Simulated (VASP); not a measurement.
Here is the system:

```xyz
3
Lattice="0.0000 3.1705 3.1705 3.1705 0.0000 3.1705 3.1705 3.1705 0.0000" Properties=species:S:1:pos:R:3 pbc="T T T"
Mg     1.5852     1.5852     1.5852
Mg     4.7557     4.7557     4.7557
Si     0.0000     0.0000     0.0000
```

The numbers are results of optB88-vdW, VASP's PBE PAW potentials (set 64) (plane waves; VASP 6.6.1), not measurements. Numerical set-up: 520 eV cut-off, Gaussian smearing of 0.050 eV, potentials Mg Si.

Question: Give the energies of bands 2 to 7 at the high-symmetry points, in eV from the valence-band maximum.

Answer: 
```json
[
 {"band": "2", "Γ": "0.00", "X": "-4.40", "U": "-3.98", "L": "-4.71", "W": "-3.57"},
 {"band": "3", "Γ": "0.00", "X": "-1.92", "U": "-3.40", "L": "-0.69", "W": "-3.57"},
 {"band": "4", "Γ": "0.00", "X": "-1.92", "U": "-1.60", "L": "-0.69", "W": "-2.60"},
 {"band": "5", "Γ": "1.95", "X": "0.33", "U": "0.79", "L": "1.30", "W": "2.76"},
 {"band": "6", "Γ": "2.63", "X": "0.45", "U": "3.04", "L": "2.63", "W": "3.60"},
 {"band": "7", "Γ": "2.63", "X": "8.00", "U": "5.93", "L": "2.63", "W": "3.60"}
]
```

The gap is indirect, 0.33 eV, from the valence maximum at Γ to the conduction minimum at X.

Measured: gap 0.77 eV (computed value off by -0.44 eV), as given by Byungki Ryu et al., Journal of the Korean Physical Society (2019), arXiv:1905.06140.

The compound is Mg2Si in the antifluorite structure. It was relaxed first.
